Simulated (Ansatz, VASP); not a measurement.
## TiO2 (Rutile): VASP beside Ansatz

Aim: how closely do two programs agree when they are given the same cell, functional and k mesh? The cell is taken from a series of runs on this material, whose earlier steps may have relaxed, scaled, displaced or heated it; both programs get it as it stands.

Program: Ansatz 0.2.0. Level of theory: plane waves, with VASP 6.6.1 beside it; zone-centre phonons at PBE. Results are calculated unless marked as measured.

## (1) The structure

It takes space group P4_2/mnm (No. 136, tetragonal). Conventional cell: a = 4.643 Å, b = 4.643 Å, c = 2.964 Å, α = 90.00°, β = 90.00°, γ = 90.00°. Nearest to Ti lie 6 O at 1.96 to 2.00 Å. Nearest to O lie 3 Ti at 1.96 to 2.00 Å. Farther neighbours and most contacts between anions are not listed.

## (2) Ansatz: zone-centre phonons, PBE

Ansatz runs on its default PAW (the set named soft_2) files.

Second derivatives magnify differences that forces hide, and they need a tight electronic threshold.

File input.yaml:

```yaml
crystal:
  lattice:
    - [4.6434090544, 0.0, 0.0]
    - [0.0, 4.6434090544, 0.0]
    - [0.0, 0.0, 2.9638325147]
  atoms:
    - { symbol: Ti, position: [0.0, 0.0, 0.0] }
    - { symbol: Ti, position: [0.5, 0.5, 0.5] }
    - { symbol: O, position: [0.3051253062, 0.3051253062, 0.0] }
    - { symbol: O, position: [0.1948746938, 0.8051253062, 0.5] }
    - { symbol: O, position: [0.6948746938, 0.6948746938, 0.0] }
    - { symbol: O, position: [0.8051253062, 0.1948746938, 0.5] }
kpoints:
  mp_grid: { grid: [6, 6, 8] }
hamiltonian:
  xc: pbe
scf:
  occupations: { method: fixed }
output:
  eigenvalues: true
phonons:
  method: dfpt
basis:
  ecutwfc: 340
```

Run with:

```sh
$ ansatz run input.yaml --threads 4 --pin off --max-ram 14336MiB --backend cpu --events-out ev --progress --plain --runs-dir out
```

Numbers of over 12 decimals in the logs are rounded to 6 here.

The program printed:

```text
Warning: basis.ecutwfc = 340 eV is below the records' recommended 420 eV, and the density's cutoff is lower with it unless basis.ecutrho_ratio is high enough to keep the records' density cutoff: compare with a run at a higher cutoff
zone centre: on kpoints.mp_grid the ground state, and the responses unless they are solved on pairs of k-points, stand on 100 of the mesh's 288 k-points, reduced under 2 symmetry operations, with k and −k counted as one. Each operation leaves every solved displacement unchanged or reverses it
Engine: ansatz 0.2.0, aarch64-unknown-linux-gnu
Pseudopotentials: kind: paw
Pseudopotential: Ti, paw, valence charge 12, recommended cutoff 420 eV (normal), Ti.paw.azcp
Pseudopotential: O, paw, valence charge 6, recommended cutoff 420 eV (normal), O.paw.azcp
Functional definition: PBE
  parameter kappa = 0.804
  parameter beta = 0.066725
  exchange = pbe_x(kappa = kappa, mu = beta*pi^2/3)
  correlation = pbe_c(beta = beta)
Crystal: 6 atoms, lattice volume = 63.904 Å³
Basis set: ecut = 340 eV, 913 PW (Γ), exchange–correlation on 60×60×36 points (8 copies of the dense FFT grid, shifted against one another)
Bands: 30, of which v1, the nominal top of the filled ones, is band 24 counted from 1 (23 counted from 0)
Symmetry: 16 space group operations
k-points: 100 of 288 (irreducible under 2 space group operations, time reversal used)
Non-local potential: Ti, projectors of the file, l = 0: 3, l = 1: 2, l = 2: 3, l = 3: 1
Non-local potential: O, projectors of the file, l = 0: 2, l = 1: 2, l = 2: 1
PAW form: soft (Blöchl's): semilocal exchange-correlation on the pseudo side does not see the compensation charge
PAW one-centre angular grid: Ti, 590 points (default); XC on 64 Gauss nodes
PAW one-centre angular grid: O, 110 points (default); XC on 64 Gauss nodes
Initial density: superposition of atomic densities (neutral atoms: chi_scale 0, normalization atom), corrected by the library's trained network
Initial wavefunctions: pseudopotential atomic-orbital guess
Functional: x = pbe(κ = 0.804, μ = 0.219515), c = pbe(β = 0.066725)
SCF iter   1: F=—  HF=-7276.741347 eV  |F-HF|=—  |Δ(HF+E_count)|=         —  Δρ=8.97e-3  dr2=1.60e-2  ethr=1.77e-3  ⟨swp⟩=3.5  Hψ=11083  notcnv=0  defer=239
preconditioner: auto → Resta (q_TF=auto, 2.601 Å⁻¹)  ε∞=9.0  [insulator: Δε(μ)=1.813 eV  Ē_g=9.281 eV  n_scr=18 (ndim 8)  ℏωp=26.3 eV  f_vac=0.020  ε∞_Penn≈9.0]
SCF iter   2: F=—  HF=-7276.743735 eV  |F-HF|=—  |Δ(HF+E_count)|=   2.39e-3  Δρ=4.16e-3  dr2=5.19e-3  ethr=3.33e-5  ⟨swp⟩=2.0  Hψ=5342  notcnv=0  defer=399
SCF iter   3: F=—  HF=-7276.744586 eV  |F-HF|=—  |Δ(HF+E_count)|=   8.50e-4  Δρ=2.31e-3  dr2=7.94e-4  ethr=1.08e-5  ⟨swp⟩=2.0  Hψ=4246  notcnv=0  defer=398
SCF iter   4: F=—  HF=-7276.745296 eV  |F-HF|=—  |Δ(HF+E_count)|=   7.10e-4  Δρ=1.04e-3  dr2=1.50e-4  ethr=1.65e-6  ⟨swp⟩=2.6  Hψ=4390  notcnv=0  defer=381
SCF iter   5: F=—  HF=-7276.745474 eV  |F-HF|=—  |Δ(HF+E_count)|=   1.78e-4  Δρ=2.46e-4  dr2=1.28e-5  ethr=3.12e-7  ⟨swp⟩=2.3  Hψ=4299  notcnv=0  defer=151
SCF iter   6: F=—  HF=-7276.745484 eV  |F-HF|=—  |Δ(HF+E_count)|=   9.53e-6  Δρ=2.86e-5  dr2=3.86e-7  ethr=2.66e-8  ⟨swp⟩=2.0  Hψ=4070  notcnv=0  defer=150
SCF iter   7: F=—  HF=-7276.745484 eV  |F-HF|=—  |Δ(HF+E_count)|=   5.48e-7  Δρ=4.06e-6  dr2=1.29e-8  ethr=8.03e-10  ⟨swp⟩=2.0  Hψ=4435  notcnv=0  defer=150
SCF iter   8: F=—  HF=-7276.745484 eV  |F-HF|=—  |Δ(HF+E_count)|=   9.61e-9  Δρ=6.39e-7  dr2=2.17e-10  ethr=2.69e-11  ⟨swp⟩=2.0  Hψ=4091  notcnv=0  defer=150
SCF iter   9: F=-7276.745484 eV  HF=-7276.745484 eV  |F-HF|=9.09e-12  |Δ(HF+E_count)|=  4.50e-10  Δρ=1.95e-7  dr2=2.37e-11  ethr=1.00e-12  ⟨swp⟩=10.8  Hψ=14737  notcnv=0
SCF 1 converged in 9 iterations: F = -7276.745484 eV  dr2 = 2.37e-11
  greatest PAW one-centre occupation: 0.999 electrons in one spin orbital (limit 2), on the Ti atom at site 1 (counted from 0), in its partial waves of l = 0
DFPT response loops at Γ: preconditioner auto → Resta (q_TF=auto, 2.601 Å⁻¹)  ε∞=5.7 (no band partly filled); β = 1.00, the filter's whole step (`scf.mixing.beta` (0.50) is not read by the response loops at its default; to damp them type it under 1.00, their step now; it binds the ground state too); Broyden in place of MSR1
SCF converged after 9 iterations
Free energy (F): -7276.745484 eV
Harris-Foulkes:  -7276.745484 eV  (|F-HF|=9.09e-12)
Internal energy: -7276.745484 eV  (E = F + TS)
E sigma→0 (E₀):  -7276.745484 eV
Fermi energy:    8.756677 eV
--- Per-component energies (eV) ---
  E_band       = -407.544853
  E_kinetic    = 1249.676139
  E_local      = -3130.452327  (includes V_loc(G=0)·N_el)
  E_nonlocal   = 191.821951
  E_hartree    = 1190.524329
  E_xc         = -493.554072
  E_vxc        = -625.038848  (∫ρ·V_xc dr)
  E_paw        = -2720.488995  (= ΣΔE_a)
  E_vpaw       = -474.617434  (= ΣTr[D̂ρ^β])
  E_aug_tail   = 0.016877  (compensation charges beyond the density's cutoff)
  E_ewald      = -3564.289386
  E_smearing   = -0.000000  (= −TS)
  E_closure    = -0.000000  (closes the sum)
  Σ components = -7276.745484   (vs F -7276.745484, Δ=0.00e0)
--- Band table (eV; the first three rows and the last of 100) ---
  k-point 0: bands = [... 20 lower, 8.0884, 8.3326, 8.3326, 8.7567, 10.6117, 10.8940, 11.1673, 11.2366, ... 2 higher]
  k-point 1: bands = [... 20 lower, 7.4811, 8.0351, 8.0351, 8.6972, 10.9693, 11.0373, 11.0590, 11.4285, ... 2 higher]
  k-point 2: bands = [... 20 lower, 7.0261, 7.3242, 7.3242, 8.3513, 10.9554, 11.2765, 11.5526, 11.8392, ... 2 higher]
  k-point 99: bands = [... 20 lower, 7.5505, 7.5505, 8.0888, 8.0888, 11.3048, 11.3048, 11.9182, 11.9182, ... 2 higher]
--- Phonons (Γ-DFPT): 4 representative perturbations + reference, on 100 of 288 k-points (Σ response iterations 14) ---
  k mesh reduced under 2 symmetry operations, with k and −k counted as one. Each operation leaves every solved displacement unchanged or reverses it
  ASR residual: 9.953e-5 → 0.000e0 eV/Å²; symmetrization residual: 1.126e-6 eV/Å²
  ASR residual per site (eV/Å²): 9.95e-5 9.95e-5 8.34e-5 8.34e-5 8.34e-5 8.34e-5
  Γ frequencies (cm⁻¹): -133.53 -96.33 -96.33 -64.62 0.00 0.00 0.00 143.38 349.45 351.61 351.61 414.34 422.04 422.04 464.84 464.84 559.20 764.03
  non-analytic LO–TO correction: not included (Born effective charges unavailable; polar crystals: no LO–TO splitting at Γ)
```

In the SCF lines HF is the Harris–Foulkes energy and dr2 the Hartree energy of the density residual, in eV; the loop may stop once dr2 is under the threshold and the program's other checks hold. Hψ counts applications of the Hamiltonian.

## (3) VASP: zone-centre phonons, PBE

The same cell, functional and mesh now go to VASP, with its own data sets.

Lines of VASP's logs that name or quote its potential files are left out, and so is its time.

File INCAR:

```
SYSTEM = TiO2
PREC = Accurate
ENCUT = 600
EDIFF = 1E-08
NELM = 120
ISMEAR = 0
SIGMA = 0.01
LREAL = .FALSE.
ALGO = Normal
GGA = PE
NBANDS = 30
LASPH = .TRUE.
LORBIT = 11
LWAVE = .FALSE.
LCHARG = .FALSE.
ISIF = 2
IBRION = 8
GGA_COMPAT = .FALSE.
EFERMI = MIDGAP
KPAR = 2
```

File POSCAR:

```
TiO2
1.0
    4.6434090544      0.0000000000      0.0000000000
    0.0000000000      4.6434090544      0.0000000000
    0.0000000000      0.0000000000      2.9638325147
Ti O
2 4
Direct
    0.0000000000      0.0000000000      0.0000000000
    0.5000000000      0.5000000000      0.5000000000
    0.3051253062      0.3051253062      0.0000000000
    0.1948746938      0.8051253062      0.5000000000
    0.6948746938      0.6948746938      0.0000000000
    0.8051253062      0.1948746938      0.5000000000
```

File KPOINTS:

```
Automatic mesh
0
Gamma
6 6 8
0 0 0
```

Potentials, in the order of the species: Ti_sv and O (PBE family, release 64).

Run with:

```sh
$ mpirun -np 2 vasp_std
```

The program printed:

```text
[banner, memory and clock lines left out]
running    2 mpi-ranks, on    1 nodes
 distrk:  each k-point on    1 cores,    2 groups
 distr:  one band on    1 cores,    1 groups

 POSCAR found type information on POSCAR TiO
 POSCAR found :  2 types and       6 ions
 LDA part: xc-table for (Slater+PW92), standard interpolation
 POSCAR, INCAR and KPOINTS ok, starting setup
 FFT: planning ... GRIDC
 FFT: planning ... GRID_SOFT
 FFT: planning ... GRID
 WAVECAR not read
 entering main loop
       N       E                     dE             d eps       ncg     rms          rms(c)
DAV:   1     0.708185697608E+03    0.70819E+03   -0.26859E+04  3000   0.208E+03
DAV:   2     0.546520196434E+02   -0.65353E+03   -0.62291E+03  3164   0.585E+02
DAV:   3    -0.657428722563E+02   -0.12039E+03   -0.11671E+03  4424   0.216E+02
DAV:   4    -0.711078557274E+02   -0.53650E+01   -0.53570E+01  4252   0.478E+01
DAV:   5    -0.713189446482E+02   -0.21109E+00   -0.21102E+00  4136   0.773E+00    0.308E+01
DAV:   6    -0.543119868520E+02    0.17007E+02   -0.10506E+02  3684   0.966E+01    0.120E+01
DAV:   7    -0.539599945871E+02    0.35199E+00   -0.16539E+01  3588   0.339E+01    0.809E+00
DAV:   8    -0.537205652192E+02    0.23943E+00   -0.29462E+00  3548   0.166E+01    0.340E+00
DAV:   9    -0.536804881080E+02    0.40077E-01   -0.53686E-01  4442   0.603E+00    0.116E+00
DAV:  10    -0.536869751089E+02   -0.64870E-02   -0.63966E-02  3530   0.218E+00    0.400E-01
DAV:  11    -0.536845826564E+02    0.23925E-02   -0.15852E-02  4140   0.840E-01    0.862E-02
DAV:  12    -0.536845925871E+02   -0.99306E-05   -0.18873E-03  3574   0.419E-01    0.705E-02
DAV:  13    -0.536845336286E+02    0.58958E-04   -0.36976E-04  3626   0.180E-01    0.111E-02
DAV:  14    -0.536845372324E+02   -0.36037E-05   -0.18277E-05  3744   0.333E-02    0.107E-02
DAV:  15    -0.536845356112E+02    0.16212E-05   -0.94429E-06  3744   0.255E-02    0.149E-03
DAV:  16    -0.536845356784E+02   -0.67245E-07   -0.74928E-07  3634   0.827E-03    0.804E-04
DAV:  17    -0.536845357207E+02   -0.42249E-07   -0.19288E-07  3868   0.417E-03    0.120E-03
DAV:  18    -0.536845357162E+02    0.44665E-08   -0.77631E-08  3366   0.284E-03
   1 F= -.53684536E+02 E0= -.53684536E+02  d E =0.000000E+00
 Linear response reoptimize wavefunctions to high precision
DAV:   1    -0.536845357134E+02    0.27949E-08   -0.54241E-09  2230   0.581E-04
DAV:   2    -0.536845357134E+02   -0.37289E-10   -0.94347E-10  1596   0.272E-04
 Linear response DOF=           4
 Linear response progress:
  Degree of freedom:   1/  4
       N       E                     dE             d eps       ncg     rms          rms(c)
RMM:   1    -0.850816365724E+00   -0.85082E+00    0.41041E+00  6042   0.105E+02
RMM:   2    -0.825217933689E+00    0.25598E-01   -0.19766E-01 10491   0.305E+00    0.282E-01
RMM:   3    -0.819575868066E+00    0.56421E-02   -0.28493E-02 12333   0.890E-01    0.155E-01
RMM:   4    -0.818730212167E+00    0.84566E-03   -0.16520E-02 13384   0.496E-01    0.428E-02
RMM:   5    -0.819224123920E+00   -0.49391E-03   -0.24162E-03 14553   0.208E-01    0.280E-02
RMM:   6    -0.819872699428E+00   -0.64858E-03   -0.50264E-04 14662   0.826E-02    0.156E-02
RMM:   7    -0.820566096317E+00   -0.69340E-03   -0.15213E-04 13459   0.483E-02    0.487E-03
RMM:   8    -0.820491968291E+00    0.74128E-04   -0.85835E-05 14692   0.275E-02    0.104E-03
RMM:   9    -0.820474164440E+00    0.17804E-04   -0.33608E-05 15117   0.159E-02    0.994E-04
RMM:  10    -0.820495637578E+00   -0.21473E-04   -0.13285E-05 14706   0.962E-03    0.493E-04
RMM:  11    -0.820503303357E+00   -0.76658E-05   -0.46505E-06 15277   0.632E-03    0.298E-04
RMM:  12    -0.820508489140E+00   -0.51858E-05   -0.11104E-05 15188   0.431E-03    0.193E-04
RMM:  13    -0.820513020064E+00   -0.45309E-05   -0.67964E-06 14872   0.307E-03    0.116E-04
RMM:  14    -0.820511388066E+00    0.16320E-05   -0.42623E-06 15302   0.224E-03    0.678E-05
RMM:  15    -0.820511098061E+00    0.29001E-06   -0.23969E-06 14993   0.169E-03    0.524E-05
RMM:  16    -0.820511800374E+00   -0.70231E-06   -0.14136E-06 15190   0.129E-03    0.379E-05
RMM:  17    -0.820512154972E+00   -0.35460E-06   -0.10768E-06 14462   0.102E-03    0.144E-05
RMM:  18    -0.820512392960E+00   -0.23799E-06   -0.13937E-06 15261   0.814E-04    0.111E-05
RMM:  19    -0.820512394223E+00   -0.12632E-08    0.13624E-08 13793   0.672E-04    0.825E-06
 first order change of Fermi-energy   0.15693E-03
 force on displaced ion       1 direction 1 : -14.999   5.521   0.000
 Linear response progress:
  Degree of freedom:   2/  4
       N       E                     dE             d eps       ncg     rms          rms(c)
RMM:   1    -0.739300747363E+00   -0.73930E+00    0.64348E+00  4154   0.104E+02
RMM:   2    -0.715311477425E+00    0.23989E-01   -0.14858E-01  6472   0.272E+00    0.283E-01
RMM:   3    -0.713480031170E+00    0.18314E-02   -0.35763E-02  7676   0.808E-01    0.140E-01
RMM:   4    -0.713247872781E+00    0.23216E-03   -0.12896E-02  8319   0.394E-01    0.323E-02
RMM:   5    -0.713927100187E+00   -0.67923E-03   -0.15913E-03  8967   0.143E-01    0.148E-02
RMM:   6    -0.714396853853E+00   -0.46975E-03   -0.30790E-04  8692   0.595E-02    0.652E-03
RMM:   7    -0.714580391505E+00   -0.18354E-03   -0.11567E-04  8712   0.323E-02    0.278E-03
RMM:   8    -0.714703786922E+00   -0.12340E-03   -0.56944E-05  8761   0.192E-02    0.868E-04
RMM:   9    -0.714677535019E+00    0.26252E-04   -0.36202E-05  9157   0.113E-02    0.590E-04
RMM:  10    -0.714675330963E+00    0.22041E-05   -0.30315E-05  9295   0.726E-03    0.551E-04
RMM:  11    -0.714693574879E+00   -0.18244E-04   -0.18894E-05  8807   0.509E-03    0.151E-04
RMM:  12    -0.714689375021E+00    0.41999E-05   -0.16667E-05  9303   0.364E-03    0.252E-04
RMM:  13    -0.714690326450E+00   -0.95143E-06   -0.10414E-05  9095   0.275E-03    0.220E-04
RMM:  14    -0.714691396091E+00   -0.10696E-05   -0.96155E-06  9400   0.214E-03    0.211E-04
[...]
RMM:  22    -0.714693286383E+00   -0.34202E-07   -0.13743E-06  8353   0.507E-04    0.674E-05
RMM:  23    -0.714693261724E+00    0.24659E-07   -0.79804E-07  8515   0.434E-04    0.756E-05
RMM:  24    -0.714693299652E+00   -0.37928E-07   -0.92758E-07  8880   0.373E-04    0.868E-05
RMM:  25    -0.714693280789E+00    0.18863E-07   -0.55240E-07  8116   0.325E-04    0.935E-05
RMM:  26    -0.714693290831E+00   -0.10042E-07   -0.65824E-07  8076   0.282E-04    0.102E-04
RMM:  27    -0.714693281217E+00    0.96137E-08   -0.36142E-07  7687   0.247E-04    0.108E-04
RMM:  28    -0.714693300735E+00   -0.19517E-07   -0.46180E-07  8158   0.218E-04    0.117E-04
RMM:  29    -0.714693281555E+00    0.19180E-07   -0.24361E-07  8080   0.193E-04    0.119E-04
 first order change of Fermi-energy   0.36775E-03
 force on displaced ion       1 direction 3 :   0.000   0.000   0.187
 Linear response progress:
  Degree of freedom:   3/  4
       N       E                     dE             d eps       ncg     rms          rms(c)
RMM:   1    -0.388890184775E+00   -0.38889E+00    0.15334E-01 13365   0.317E+00
RMM:   2    -0.373815292395E+00    0.15075E-01   -0.20109E-02 10995   0.795E-01    0.232E-01
RMM:   3    -0.375912333678E+00   -0.20970E-02   -0.48056E-03 11614   0.362E-01    0.155E-01
RMM:   4    -0.376985123418E+00   -0.10728E-02   -0.14774E-03 12255   0.201E-01    0.702E-02
RMM:   5    -0.377806864600E+00   -0.82174E-03   -0.42606E-04 13082   0.119E-01    0.294E-02
RMM:   6    -0.377982200795E+00   -0.17534E-03   -0.16291E-04 14578   0.622E-02    0.169E-02
RMM:   7    -0.378002375021E+00   -0.20174E-04    0.14533E-05 14001   0.353E-02    0.597E-03
RMM:   8    -0.377998210529E+00    0.41645E-05    0.36776E-05 14247   0.190E-02    0.296E-03
RMM:   9    -0.377994393464E+00    0.38171E-05    0.39799E-05 14569   0.107E-02    0.109E-03
RMM:  10    -0.377999628413E+00   -0.52349E-05    0.28914E-05 14514   0.603E-03    0.549E-04
RMM:  11    -0.378000152783E+00   -0.52437E-06    0.26131E-05 15105   0.342E-03    0.366E-04
RMM:  12    -0.378001337587E+00   -0.11848E-05    0.16593E-05 14859   0.203E-03    0.155E-04
RMM:  13    -0.378002108433E+00   -0.77085E-06    0.11742E-05 14707   0.119E-03    0.100E-04
RMM:  14    -0.378002607156E+00   -0.49872E-06    0.78040E-06 14882   0.695E-04    0.681E-05
RMM:  15    -0.378002943242E+00   -0.33609E-06    0.44335E-06 14542   0.447E-04    0.666E-05
RMM:  16    -0.378003136727E+00   -0.19348E-06    0.32819E-06 14204   0.280E-04    0.495E-05
RMM:  17    -0.378003275647E+00   -0.13892E-06    0.20265E-06 14992   0.166E-04    0.393E-05
RMM:  18    -0.378003360391E+00   -0.84744E-07    0.12401E-06 14768   0.106E-04    0.169E-05
RMM:  19    -0.378003400787E+00   -0.40396E-07    0.82443E-07 13980   0.728E-05    0.336E-06
RMM:  20    -0.378003444834E+00   -0.44047E-07    0.44262E-07 15286   0.472E-05    0.614E-06
RMM:  21    -0.378003460737E+00   -0.15903E-07    0.31759E-07 13825   0.341E-05    0.269E-06
RMM:  22    -0.378003470709E+00   -0.99726E-08    0.16644E-07 15216   0.263E-05    0.143E-06
RMM:  23    -0.378003477161E+00   -0.64514E-08    0.12967E-07 14212   0.206E-05    0.173E-06
RMM:  24    -0.378003482571E+00   -0.54106E-08    0.48421E-08 13214   0.185E-05    0.892E-07
 first order change of Fermi-energy  -0.32183E-01
 force on displaced ion       3 direction 1 : -10.846  -5.485   0.000
 Linear response progress:
  Degree of freedom:   4/  4
       N       E                     dE             d eps       ncg     rms          rms(c)
RMM:   1    -0.374337415166E+00   -0.37434E+00    0.18242E-01 11330   0.325E+00
RMM:   2    -0.360296613550E+00    0.14041E-01   -0.23052E-02  9722   0.812E-01    0.192E-01
RMM:   3    -0.363041628258E+00   -0.27450E-02   -0.49199E-03 11117   0.320E-01    0.100E-01
RMM:   4    -0.365151923087E+00   -0.21103E-02   -0.15117E-03 11260   0.183E-01    0.332E-02
RMM:   5    -0.365667321065E+00   -0.51540E-03   -0.39098E-04 12468   0.764E-02    0.906E-03
RMM:   6    -0.365634057495E+00    0.33264E-04   -0.71927E-05 12239   0.323E-02    0.381E-03
RMM:   7    -0.365622097590E+00    0.11960E-04   -0.15950E-05 12477   0.152E-02    0.236E-03
RMM:   8    -0.365612417220E+00    0.96804E-05   -0.69450E-06 12271   0.793E-03    0.818E-04
RMM:   9    -0.365612249553E+00    0.16767E-06   -0.73844E-06 12861   0.406E-03    0.436E-04
RMM:  10    -0.365611768938E+00    0.48062E-06   -0.34055E-06 13028   0.212E-03    0.205E-04
RMM:  11    -0.365611063459E+00    0.70548E-06   -0.39266E-06 13091   0.119E-03    0.557E-05
RMM:  12    -0.365610675595E+00    0.38786E-06   -0.19902E-06 12853   0.649E-04    0.551E-05
RMM:  13    -0.365610647116E+00    0.28479E-07   -0.89802E-07 13067   0.371E-04    0.264E-05
RMM:  14    -0.365610624996E+00    0.22120E-07   -0.68362E-07 12982   0.220E-04    0.131E-05
RMM:  15    -0.365610642697E+00   -0.17702E-07   -0.39827E-07 12606   0.132E-04    0.142E-05
RMM:  16    -0.365610633721E+00    0.89760E-08   -0.17018E-07 13346   0.807E-05    0.958E-06
RMM:  17    -0.365610620393E+00    0.13328E-07   -0.17116E-07 13231   0.514E-05    0.558E-06
RMM:  18    -0.365610603815E+00    0.16578E-07   -0.86567E-08 12644   0.357E-05    0.108E-06
RMM:  19    -0.365610607123E+00   -0.33078E-08   -0.71754E-08 12668   0.261E-05    0.115E-06
 first order change of Fermi-energy   0.13277E-03
 force on displaced ion       3 direction 3 :   0.018   0.018  -7.325
 Linear response finished
```

(Part 1 of 2 ends here.)

[Lines on the potential files, build, host, timing and source positions are cut from VASP's logs without a mark.]

[Logs are printed without paths, hosts, clocks, repeated set-up lines and the standing remarks that a program may print on its own settings, such as how far it seeks lower states.]

[Hosts, paths, dates, database ids (printed as entryN), source tags and the programs' standing remarks are cut or masked in the printed files.]
